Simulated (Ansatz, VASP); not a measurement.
**Ru: VASP beside Ansatz**

Aim: how closely do two programs agree when they are given the same cell, functional and k mesh? The cell is taken from a series of runs on this material, whose earlier steps may have relaxed, scaled, displaced or heated it; both programs get it as it stands.

Main program and level: Ansatz 0.2.0; plane waves, with VASP 6.6.1 beside it; relaxation of cell and atoms at PBE with D3(BJ).

## 1. Set-up

Symmetry: P6_3/mmc, No. 194, hexagonal system. Conventional cell: a = 2.700 Å, b = 2.700 Å, c = 4.277 Å, α = 90.00°, β = 90.00°, γ = 120.00°. Nearest to Ru lie 12 Ru at 2.65 to 2.70 Å.

Coordinates:

```xyz
2
Lattice="2.7000 0.0000 0.0000 -1.3500 2.3383 0.0000 0.0000 0.0000 4.2768" Properties=species:S:1:pos:R:3 pbc="T T T"
Ru    0.0000    1.5588    1.0692
Ru    1.3500    0.7794    3.2076
```

## 2. VASP: relaxation of cell and atoms, PBE with D3(BJ)

The relaxed volume is the usual yardstick between codes: in a stiff, nearly cubic crystal its relative difference is about their pressure difference at one cell divided by the bulk modulus.

Lines of VASP's logs that name or quote its potential files are left out, and so is its time.

Contents of INCAR:

```
SYSTEM = Ru
PREC = Accurate
ENCUT = 500
EDIFF = 1E-07
NELM = 120
ISMEAR = 1
SIGMA = 0.1
LREAL = .FALSE.
ALGO = Normal
GGA = PE
IVDW = 12
NBANDS = 20
LASPH = .TRUE.
LORBIT = 11
LWAVE = .FALSE.
LCHARG = .FALSE.
ISIF = 3
IBRION = 2
NSW = 80
EDIFFG = -0.005
GGA_COMPAT = .FALSE.
NELMIN = 4
```

Contents of POSCAR:

```
Ru
1.0
    2.7000000000      0.0000000000      0.0000000000
   -1.3500000000      2.3382690000      0.0000000000
    0.0000000000      0.0000000000      4.2768000000
Ru
2
Direct
    0.3333333334      0.6666666668      0.2500000000
    0.6666666668      0.3333333334      0.7500000000
```

Contents of KPOINTS:

```
Automatic mesh
0
Gamma
18 18 10
0 0 0
```

The projector-augmented-wave data sets are Ru_pv (PBE family, release 64).

Launch:

```bash
mpirun -np 1 vasp_std
```

Numbers of over 12 decimals in the logs are rounded to 6 here.

The log of the run:

```text
[banner, memory and clock lines left out]
running    1 mpi-ranks, on    1 nodes
 distrk:  each k-point on    1 cores,    1 groups
 distr:  one band on    1 cores,    1 groups

 POSCAR found type information on POSCAR Ru
 POSCAR found :  1 types and       2 ions
 LDA part: xc-table for (Slater+PW92), standard interpolation
 POSCAR, INCAR and KPOINTS ok, starting setup
 FFT: planning ... GRIDC
 FFT: planning ... GRID_SOFT
 FFT: planning ... GRID
 WAVECAR not read
 entering main loop
       N       E                     dE             d eps       ncg     rms          rms(c)
DAV:   1     0.281790981632E+03    0.28179E+03   -0.17426E+04  8896   0.152E+03
DAV:   2    -0.140296274653E+02   -0.29582E+03   -0.28754E+03  9096   0.454E+02
DAV:   3    -0.197492624289E+02   -0.57196E+01   -0.56797E+01 10156   0.706E+01
DAV:   4    -0.197936165889E+02   -0.44354E-01   -0.44324E-01 11468   0.589E+00
DAV:   5    -0.197942132140E+02   -0.59663E-03   -0.59483E-03 10024   0.600E-01    0.180E+01
DAV:   6    -0.185424507535E+02    0.12518E+01   -0.28959E+00 10160   0.172E+01    0.490E+00
DAV:   7    -0.184635491959E+02    0.78902E-01   -0.39936E-01 10292   0.499E+00    0.113E+00
DAV:   8    -0.184570208380E+02    0.65284E-02   -0.24223E-02  9900   0.109E+00    0.229E-01
DAV:   9    -0.184568178442E+02    0.20299E-03   -0.12717E-03 10252   0.386E-01    0.344E-02
DAV:  10    -0.184568209788E+02   -0.31346E-05   -0.11154E-04  9944   0.110E-01    0.294E-02
DAV:  11    -0.184568154910E+02    0.54878E-05   -0.18654E-05 10148   0.414E-02    0.128E-03
DAV:  12    -0.184568155623E+02   -0.71293E-07   -0.14470E-07  7516   0.356E-03
   1 F= -.19712355E+02 E0= -.19712166E+02  d E =-.197124E+02
[...]
2 F= -.19707221E+02 E0= -.19707011E+02  d E =0.513438E-02
[...]
3 F= -.19712998E+02 E0= -.19712803E+02  d E =-.643250E-03
[...]
4 F= -.19713006E+02 E0= -.19712799E+02  d E =-.724571E-05
 trial-energy change:   -0.000007  1 .order   -0.000005   -0.000033    0.000022
 step:   0.5485(harm=  0.5071)  dis= 0.00000  next Energy=   -19.713009 (dE=-0.111E-04)
 bond charge predicted
       N       E                     dE             d eps       ncg     rms          rms(c)
DAV:   1    -0.184514875503E+02    0.44550E-04   -0.10786E-03  9120   0.264E-01    0.348E-02
DAV:   2    -0.184514622404E+02    0.25310E-04   -0.36916E-05  9148   0.536E-02    0.127E-02
DAV:   3    -0.184514580230E+02    0.42174E-05   -0.11379E-05  9644   0.236E-02    0.356E-03
DAV:   4    -0.184514582674E+02   -0.24434E-06   -0.40056E-07  9464   0.707E-03    0.107E-03
DAV:   5    -0.184514582676E+02   -0.24602E-09   -0.55465E-08  5168   0.205E-03
   5 F= -.19713009E+02 E0= -.19712805E+02  d E =-.103307E-04
 curvature:  -0.25 expect dE=-0.537E-07 dE for cont linesearch -0.221E-07
 trial: gam=-0.04628 g(F)=  0.135E-44 g(S)=  0.214E-06 ort = 0.185E-05 (trialstep = 0.790E+00)
 search vector abs. value=  0.126E-06
 reached required accuracy - stopping structural energy minimisation
```

From OUTCAR (step 2):

```text
ion  position               nearest neighbor table
   1  0.333  0.667  0.250-   2 2.65   2 2.65   2 2.65   2 2.65   2 2.65   2 2.65
   2  0.667  0.333  0.750-   1 2.65   1 2.65   1 2.65   1 2.65   1 2.65   1 2.65

  LATTYP: Found a hexagonal cell.
 ALAT       =     2.7000000000
 C/A-ratio  =     1.5840000000

 Subroutine GETGRP returns: Found 24 space group operations
 (whereof 12 operations were pure point group operations)

The static configuration has the point symmetry D_3d.
 The point group associated with its full space group is D_6h.

 Found    222 irreducible k-points:

   k-points           NKPTS =    222   k-points in BZ     NKDIM =    222   number of bands    NBANDS=     20

   dimension x,y,z NGX =    20 NGY =   20 NGZ =   32
   dimension x,y,z NGXF=    40 NGYF=   40 NGZF=   64

   ENCUT  =  500.0 eV  36.75 Ry    6.06 a.u.   4.92  4.92  7.80*2*pi/ulx,y,z

   NELECT =      28.0000    total number of electrons

 k-points in reciprocal lattice and weights: Automatic mesh
   0.00000000  0.00000000  0.00000000       0.000
   0.05555556  0.00000000  0.00000000       0.002
   0.11111111  0.00000000  0.00000000       0.002
   0.16666667  0.00000000  0.00000000       0.002
   0.22222222 -0.00000000  0.00000000       0.002
   0.27777778 -0.00000000  0.00000000       0.002
   0.33333333 -0.00000000  0.00000000       0.002
   0.38888889  0.00000000  0.00000000       0.002
   0.44444444 -0.00000000  0.00000000       0.002
[...]
0.33333333  0.27777778  0.50000000       0.004
   0.33333333  0.33333333  0.50000000       0.001

 Edisp (eV)   -1.26147

 average (electrostatic) potential at core
       1 -67.0301       2 -67.0301

 E-fermi :  13.0164

 k-point     1 :       0.0000    0.0000    0.0000
  band No.  band energies     occupation
    ...
     11      10.5764      2.00000
     12      11.0880      2.00000
     13      11.0880      2.00000
     14      11.6156      2.00000
     15      11.6156      2.00000
     16      14.2292     -0.00000
     17      14.2292     -0.00000
     18      14.3368     -0.00000
     19      23.3937      0.00000
     20      23.4396      0.00000

 k-point     2 :       0.0556    0.0000    0.0000
  band No.  band energies     occupation
    ...
     11      10.7941      2.00000
     12      11.0361      2.00000
     13      11.1749      2.00000
     14      11.5022      2.00000
     15      11.5428      2.00000
     16      13.1577     -0.06255
     17      14.2750     -0.00000
     18      15.5634      0.00000
     19      23.3866      0.00000
     20      23.4396      0.00000

 k-point     3 :       0.1111    0.0000    0.0000
  band No.  band energies     occupation
    ...
     12      11.0831      2.00000
     13      11.1313      2.00000
     14      11.3487      2.00000
     15      11.4308      2.00000
     16      12.3397      2.00000
     17      14.3914     -0.00000
     18      16.9318      0.00000
     19      23.3599      0.00000
     20      23.4396      0.00000

 Edisp (eV)   -1.26155

  Total       0.00210     0.00210     0.00011     0.00000    -0.00000     0.00000
  in kB       0.12539     0.12539     0.00663     0.00000    -0.00000     0.00000
  external pressure =        0.09 kB  Pullay stress =        0.00 kB

  energy-cutoff  :      500.00
  volume of cell :       26.88
      direct lattice vectors                 reciprocal lattice vectors
     2.697077973  0.000000000 -0.000000000     0.370771631  0.214065064  0.000000000
    -1.348538987  2.335738449  0.000000000    -0.000000000  0.428130127  0.000000000
     0.000000000  0.000000000  4.266469573     0.000000000 -0.000000000  0.234385827

 POSITION                                       TOTAL-FORCE (eV/Angst)
 -----------------------------------------------------------------------------------
      0.00000      1.55716      1.06662        -0.000000     -0.000000      0.000000
      1.34854      0.77858      3.19985         0.000000      0.000000     -0.000000
 -----------------------------------------------------------------------------------
    total drift:                               -0.000000     -0.000000      0.000000

  FREE ENERGIE OF THE ION-ELECTRON SYSTEM (eV)
  ---------------------------------------------------
  free  energy   TOTEN  =       -19.7130086219 eV

  energy  without entropy=      -19.7123988480  energy(sigma->0) =      -19.71280536

 reached required accuracy - stopping structural energy minimisation

 total charge
# of ion       s       p       d       tot
------------------------------------------
    1        0.410   6.318   5.965  12.693
    2        0.410   6.318   5.965  12.693
--------------------------------------------------
tot          0.820  12.637  11.929  25.386

[... 3 further parts left out ...]
```

Dispersion corrections of this kind ignore metallic screening and tend to overbind metals.

## 3. Ansatz: relaxation of cell and atoms, PBE with D3(BJ)

Ansatz runs on its default PAW (the set named soft_2) files.

The same cell, functional, mesh and smearing now go to Ansatz, which takes its cutoff from its data sets.

Contents of input.yaml:

```yaml
crystal:
  lattice:
    - [2.7, 0.0, 0.0]
    - [-1.35, 2.3382685902, 0.0]
    - [0.0, 0.0, 4.2768]
  atoms:
    - { symbol: Ru, position: [0.3333333333, 0.6666666667, 0.25] }
    - { symbol: Ru, position: [0.6666666667, 0.3333333333, 0.75] }
hamiltonian:
  xc: pbe
  dispersion: d3bj
kpoints:
  mp_grid: { grid: [18, 18, 10] }
scf:
  occupations: { method: methfessel_paxton, width: 0.1 }
  convergence: { dr2_threshold: 1.0e-09 }
relax:
  cell: {}
  f_tol: 0.005
```

Launch:

```bash
ansatz run input.yaml --threads 2 --pin off --max-ram 4096MiB --backend cpu --events-out ev --progress --plain --runs-dir out
```

The log of the run:

```text
Warning: relax.cell: scf.convergence.dr2_threshold = 1e-9 eV is looser than the 2e-10 eV advised for a relaxation that steers and ends on the stress (1e-10 eV for each atom of the cell: 2). What an SCF threshold leaves in a stress goes as its square root, and in the free energy as the threshold itself, and one threshold admits the most on a small cell: [figures from the program's tests cut] Set scf.convergence.dr2_threshold to 2e-10 eV or tighter. The threshold is an SCF's pass mark: one that does not reach it within its budget of iterations ends unconverged, or closes short of it on a stop that the run arms, and scf.convergence.dr2_threshold's page says what that costs each kind of run
Engine: ansatz 0.2.0, x86_64-unknown-linux-gnu
Pseudopotentials: kind: paw
Pseudopotential: Ru, paw, valence charge 16, recommended cutoff 420 eV (normal), Ru.paw.azcp
Functional definition: PBE
  parameter kappa = 0.804
  parameter beta = 0.066725
  exchange = pbe_x(kappa = kappa, mu = beta*pi^2/3)
  correlation = pbe_c(beta = beta)
Crystal: 2 atoms, lattice volume = 27.001 Å³
Basis set: ecut = 420 eV, 537 PW (Γ), exchange–correlation on 40×40×60 points (8 copies of the dense FFT grid, shifted against one another)
Bands: 20, of which v1, the nominal top of the filled ones, is band 16 counted from 1 (15 counted from 0)
Symmetry: 24 space group operations
Space group: P63/mmc (ITA 194), of the structure as read, at distance tolerance 3.0e-5 Å
k-points: 222 of 3240
Non-local potential: Ru, projectors of the file, l = 0: 3, l = 1: 2, l = 2: 2, l = 3: 1
PAW form: soft (Blöchl's): semilocal exchange-correlation on the pseudo side does not see the compensation charge
PAW one-centre angular grid: Ru, 590 points (default); XC on 64 Gauss nodes
Initial density: superposition of atomic densities (neutral atoms: chi_scale 0, normalization atom), corrected by the library's trained network
Initial wavefunctions: pseudopotential atomic-orbital guess
Functional: x = pbe(κ = 0.804, μ = 0.219515), c = pbe(β = 0.066725)
SCF iter   1: F=—  HF=-11758.617819 eV  |F-HF|=—  |Δ(HF+E_count)|=         —  Δρ=6.63e-3  dr2=2.32e-3  ethr=1.77e-3  ⟨swp⟩=5.0  Hψ=17161  notcnv=0
preconditioner: auto → none  [metal: Δε(μ)=0.006 eV  Ē_g=5.877 eV  σ=0.100 eV  W_gap=0.05  n_scr=8 (ndim 8)  ℏωp=28.6 eV  f_vac=0.000  D(μ)=1.93/eV (n_scr^D=22)  sad-step TF]
SCF iter   2: F=—  HF=-11758.620297 eV  |F-HF|=—  |Δ(HF+E_count)|=   2.48e-3  S|Δr|=    0.00e0  Δρ=3.91e-3  dr2=8.43e-4  ethr=7.24e-6  ⟨swp⟩=2.0  Hψ=9678  notcnv=0
SCF iter   3: F=—  HF=-11758.621377 eV  |F-HF|=—  |Δ(HF+E_count)|=   1.08e-3  S|Δr|=    0.00e0  Δρ=2.73e-4  dr2=3.60e-6  ethr=2.63e-6  ⟨swp⟩=2.1  Hψ=6015  notcnv=0
SCF iter   4: F=—  HF=-11758.621343 eV  |F-HF|=—  |Δ(HF+E_count)|=   3.34e-5  S|Δr|=    0.00e0  Δρ=1.09e-4  dr2=6.83e-7  ethr=1.13e-8  ⟨swp⟩=2.0  Hψ=7975  notcnv=0
SCF iter   5: F=—  HF=-11758.621344 eV  |F-HF|=—  |Δ(HF+E_count)|=   1.06e-6  S|Δr|=    0.00e0  Δρ=2.73e-5  dr2=8.83e-8  ethr=2.14e-9  ⟨swp⟩=2.0  Hψ=7956  notcnv=0
SCF iter   6: F=—  HF=-11758.621344 eV  |F-HF|=—  |Δ(HF+E_count)|=   7.51e-9  S|Δr|=    0.00e0  Δρ=3.28e-6  dr2=1.51e-9  ethr=2.76e-10  ⟨swp⟩=2.0  Hψ=7930  notcnv=0
SCF iter   7: F=-11758.621344 eV  HF=-11758.621344 eV  |F-HF|=1.82e-12  |Δ(HF+E_count)|=  1.13e-10  S|Δr|=    0.00e0  Δρ=5.62e-7  dr2=2.74e-11  ethr=3.13e-12  ⟨swp⟩=4.0  Hψ=14392  notcnv=0
SCF 1 converged in 7 iterations: F = -11758.621344 eV  dr2 = 2.74e-11
  greatest PAW one-centre occupation: 0.998 electrons in one spin orbital (limit 2), on the Ru atom at site 1 (counted from 0), in its partial waves of l = 0
relax step   1: F+E_penalty+E_count = -11758.62134424 eV  Δ(F+E_penalty+E_count) = +0.000e0 eV  max|allowed force component| = 1.850e-17 eV/Å  Δτ_max = 0.0000 Å  P = -1.485 GPa  Ω = 27.001 Å³  (7 SCF iters, accepted)
[...]
relax step   2: F+E_penalty+E_count = -11758.62146342 eV  Δ(F+E_penalty+E_count) = -1.192e-4 eV  max|allowed force component| = 7.401e-17 eV/Å  Δτ_max = 0.0000 Å  P = +1.565 GPa  Ω = 26.757 Å³  energy of the carried Pulay correction = +1.159e-4 eV  (5 SCF iters, accepted)
[...]
relax step   3: F+E_penalty+E_count = -11758.62201304 eV  Δ(F+E_penalty+E_count) = -5.496e-4 eV  max|allowed force component| = 7.401e-17 eV/Å  Δτ_max = 0.0000 Å  P = -0.010 GPa  Ω = 26.882 Å³  energy of the carried Pulay correction = +5.674e-5 eV  (4 SCF iters, accepted)
[...]
relax step   4: F+E_penalty+E_count = -11758.62195237 eV  Δ(F+E_penalty+E_count) = +6.067e-5 eV  max|allowed force component| = 7.401e-17 eV/Å  Δτ_max = 0.0000 Å  P = -0.006 GPa  Ω = 26.882 Å³  stress off target by 2.68e-2 GPa  SCF on the basis re-selected at this cell (its energy is not comparable with the rows above)  (3 SCF iters)
basis re-selected at this cell: Δ(F+E_penalty+E_count) = +6.067e-5 eV, ΔP = +0.004 GPa vs the last step (what re-selecting the basis moved, of the pressure what is left beyond the Pulay correction that the steps carried, after the strain that the cell walked since its last selection, with what the two solves' SCF thresholds leave and, on support functions, any second-order correction that the steps lacked; it is no m [...]
SCF converged after 3 iterations
Stability not checked: this state was not tested for a lower state beside it, because cold or Methfessel-Paxton smearing, or corrected tetrahedra, fill the levels in a way that the test cannot read (fill_not_monotonic; see scf.lower_state_search)
Free energy (F): -11758.621952 eV
Harris-Foulkes:  -11758.621952 eV  (|F-HF|=1.82e-11)
Internal energy: -11758.621337 eV  (E = F + TS)
E sigma→0 (E₀):  -11758.621798 eV
Entropy (-TS):   -0.000616 eV (-0.308 meV/atom)
Fermi energy:    23.803536 eV
--- Per-component energies (eV) ---
  E_band       = -97.636148
  E_kinetic    = 1029.776081
  E_local      = -2494.673619  (includes V_loc(G=0)·N_el)
  E_nonlocal   = 685.992166
  E_hartree    = 801.957295
  E_xc         = -381.769649
  E_vxc        = -479.374625  (∫ρ·V_xc dr)
  E_paw        = -6921.440636  (= ΣΔE_a)
  E_vpaw       = -443.270127  (= ΣTr[D̂ρ^β])
  E_aug_tail   = -0.000403  (compensation charges beyond the density's cutoff)
  E_ewald      = -4477.200892
  E_disp       = -1.261680  (pairwise vdW)
  E_smearing   = -0.000616  (= −TS)
  E_closure    = 0.000000  (closes the sum)
  Σ components = -11758.621952   (vs F -11758.621952, Δ=0.00e0)
--- Forces (eV/Å), atoms counted from 1 ---
  atom   1  Ru     0.00000000     0.00000000    -0.00000000
  atom   2  Ru     0.00000000    -0.00000000     0.00000000
  max |Σ_I F_I| component: 4.63e-18 eV/Å
--- Stress (GPa, compression-positive) ---
        0.003915       0.000000      -0.000000
        0.000000       0.003915       0.000000
       -0.000000       0.000000      -0.026806
  P = ⅓ Tr σ = -0.0063 GPa (-0.063 kbar)
--- Relaxed structure (3 steps of the walk, 3 accepted, 1 SCFs on fresh bases) ---
  F+E_penalty+E_count = -11758.62195237 eV   max|allowed force component| = 7.401e-17 eV/Å   (the final SCF, on the basis selected at the relaxed cell)
  cell:  # Å, volume = 26.8817 Å³
    - [2.697204, 0.0, 0]
    - [-1.348602, 2.335847, 0]
    - [0, 0, 4.266758]
  atoms:
    - { symbol: Ru, position: [0.333333, 0.666667, 0.25] }
    - { symbol: Ru, position: [0.666667, 0.333333, 0.750000] }
```

The column dr2 measures how far the density is from self-consistency, as an energy; F and HF (Harris–Foulkes) agree once it is small.

## 4. Side by side

Known differences besides the potentials themselves: the data sets hold 32 valence electrons in Ansatz (on its default PAW (the set named soft_2) files) and 28 in VASP; the cutoff is 420 eV in Ansatz and 500 eV in VASP; Ansatz adds a Pulay correction to the stress that steers its cell, VASP none. Total energies have different zeros and are not compared.

Both answers:

| quantity | Ansatz | VASP | difference |
| --- | --- | --- | --- |
| volume (Å³) | 26.88 | 26.88 | +0.02 % |
| edge a after relaxation, in the typed setting (Å) | 2.697 | 2.697 | +0.00 % |
| edge c after relaxation, in the typed setting (Å) | 4.267 | 4.266 | +0.01 % |

## 5. Summary of results

```
difference in volume (relaxation of cell and atoms, PBE with D3(BJ)) : 0.016 %
```

In words: The difference in volume is 0.016 % (relaxation of cell and atoms, PBE with D3(BJ)), within the 1.2 % picked in this series as the mark of a large difference, as far as the stopping tolerances let one tell. The data sets hold unlike numbers of valence electrons (32 in Ansatz and 28 in VASP), so part of the differences comes from the potentials. 1 further run of this series is not shown here. Such differences can come from data sets, numerical settings and the points named under the comparisons, not from the functional's error against experiment.

[Lines on the potential files, build, host, timing and source positions are cut from VASP's logs without a mark.]

[Logs are printed without paths, hosts, clocks, repeated set-up lines and the standing remarks that a program may print on its own settings, such as how far it seeks lower states.]

[Hosts, paths, dates, database ids (printed as entryN), source tags and the programs' standing remarks are cut or masked in the printed files.]
